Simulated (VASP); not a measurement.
These are PBE GGA, VASP's PBE PAW potentials (set 64) (plane waves; VASP 6.6.1) values and carry that method's errors.

VASP ran on this input.

INCAR:
```
SYSTEM = HgTe
PREC = Accurate; ENCUT = 480; LREAL = .FALSE.
LASPH = .TRUE.
EDIFF = 1E-6; NELM = 100; ALGO = Normal
LMAXMIX = 6
ISMEAR = 1; SIGMA = 0.1
GGA = PE
IBRION = 2; NSW = 60; ISIF = 3
EDIFFG = -0.01
LWAVE = .FALSE.; LCHARG = .FALSE.
```

POSCAR:
```
HgTe
1
    0.0000000000     3.3279930608     3.3279930608
    3.3279930608     0.0000000000     3.3279930608
    3.3279930608     3.3279930608     0.0000000000
Hg Te
1 1
Direct
  0.0000000000   0.0000000000   0.0000000000
  0.7500000000   0.7500000000   0.7500000000
```

### KPOINTS
```
Regular mesh
0
G
 9 9 9
```

POTCAR, in this order: Hg Te (PBE.64 set). Program: vasp_std.

The run wrote:

OUTCAR:
```
 ion  position               nearest neighbor table
   1  0.000  0.000  0.000-   2 2.88   2 2.88   2 2.88   2 2.88
   2  0.750  0.750  0.750-   1 2.88   1 2.88   1 2.88   1 2.88
  LATTYP: Found a face centered cubic cell.
 ALAT       =     6.6559861216
 Subroutine PRICEL returns:
 Original cell was already a primitive cell.
 Subroutine GETGRP returns: Found 24 space group operations
The static configuration has the point symmetry T_d .
The dynamic configuration has the point symmetry T_d .
 Subroutine INISYM returns: Found 24 space group operations
 Subroutine IBZKPT returns following result:
 Found     35 irreducible k-points:

 Following reciprocal coordinates:
            Coordinates               Weight
  0.000000  0.000000  0.000000      1.000000
  0.111111  0.000000  0.000000      8.000000
  0.222222  0.000000  0.000000      8.000000
  0.333333  0.000000  0.000000      8.000000
  0.444444  0.000000  0.000000      8.000000
  0.111111  0.111111  0.000000      6.000000
  0.222222  0.111111  0.000000     24.000000
  0.333333  0.111111  0.000000     24.000000
  0.444444  0.111111  0.000000     24.000000
 -0.444444  0.111111  0.000000     24.000000
 -0.333333  0.111111  0.000000     24.000000
 -0.222222  0.111111  0.000000     24.000000
 -0.111111  0.111111  0.000000     12.000000
  0.222222  0.222222  0.000000      6.000000
  0.333333  0.222222  0.000000     24.000000
  0.444444  0.222222  0.000000     24.000000
 -0.444444  0.222222  0.000000     24.000000
 -0.333333  0.222222  0.000000     24.000000
 -0.222222  0.222222  0.000000     12.000000
  0.333333  0.333333  0.000000      6.000000
  0.444444  0.333333  0.000000     24.000000
 -0.444444  0.333333  0.000000     24.000000
 -0.333333  0.333333  0.000000     12.000000
  0.444444  0.444444  0.000000      6.000000
...
```

File OSZICAR:
```
       N       E                     dE             d eps       ncg     rms          rms(c)
DAV:   1     0.103954693586E+03    0.10395E+03   -0.77847E+03   910   0.112E+03
DAV:   2     0.536781632452E+00   -0.10342E+03   -0.97429E+02  1000   0.255E+02
DAV:   3    -0.380702376736E+01   -0.43438E+01   -0.42912E+01  1115   0.548E+01
DAV:   4    -0.385143480593E+01   -0.44411E-01   -0.44404E-01  1246   0.506E+00
DAV:   5    -0.385162109107E+01   -0.18629E-03   -0.18628E-03  1090   0.289E-01    0.655E+00
DAV:   6    -0.365671106925E+01    0.19491E+00   -0.48117E-01  1045   0.969E+00    0.532E+00
DAV:   7    -0.365137977524E+01    0.53313E-02   -0.97404E-02   990   0.239E+00    0.208E+00
DAV:   8    -0.365089434910E+01    0.48543E-03   -0.92483E-03   965   0.127E+00    0.535E-01
DAV:   9    -0.365093646123E+01   -0.42112E-04   -0.81650E-04  1080   0.345E-01    0.107E-01
DAV:  10    -0.365096853900E+01   -0.32078E-04   -0.93436E-05  1026   0.955E-02    0.504E-02
DAV:  11    -0.365098319650E+01   -0.14657E-04   -0.30611E-05   970   0.443E-02    0.238E-02
DAV:  12    -0.365098226194E+01    0.93455E-06   -0.38552E-06  1085   0.153E-02
   1 F= -.36509823E+01 E0= -.36510833E+01  d E =-.365098E+01
```

OUTCAR:
```
------------------------ aborting loop because EDIFF is reached ----------------------------------------
  FORCE on cell =-STRESS in cart. coord.  units (eV):
  Direction    XX          YY          ZZ          XY          YZ          ZX
  --------------------------------------------------------------------------------------
  Total       -0.0096443     -0.0096443     -0.0096443      0.0000000     -0.0000000      0.0000000
  in kB       -0.2096061     -0.2096061     -0.2096061      0.0000000     -0.0000000      0.0000000
  external PRESSURE =      -0.2096061 kB  Pullay stress =       0.0000000 kB
  volume of cell :       73.72
      direct lattice vectors                 reciprocal lattice vectors
     0.000000000  3.327993061  3.327993061    -0.150240698  0.150240698  0.150240698
     3.327993061  0.000000000  3.327993061     0.150240698 -0.150240698  0.150240698
     3.327993061  3.327993061  0.000000000     0.150240698  0.150240698 -0.150240698
 POSITION                                       TOTAL-FORCE (eV/Angst)
 -----------------------------------------------------------------------------------
      0.00000      0.00000      0.00000        -0.000000     -0.000000     -0.000000
      4.99199      4.99199      4.99199         0.000000      0.000000      0.000000
 -----------------------------------------------------------------------------------
    total drift:                                0.000000      0.000000      0.000000
  FREE ENERGIE OF THE ION-ELECTRON SYSTEM (eV)
  ---------------------------------------------------
  free  energy   TOTEN  =        -3.6509822619 eV

  energy  without entropy=       -3.6512852910  energy(sigma->0) =       -3.65108327

 reached required accuracy - stopping structural energy minimisation
```
(Selected blocks of OUTCAR.)

The compound is HgTe in the zinc blende structure. It was relaxed first, which changed the volume by +9 %. The start is the result of an earlier pass.
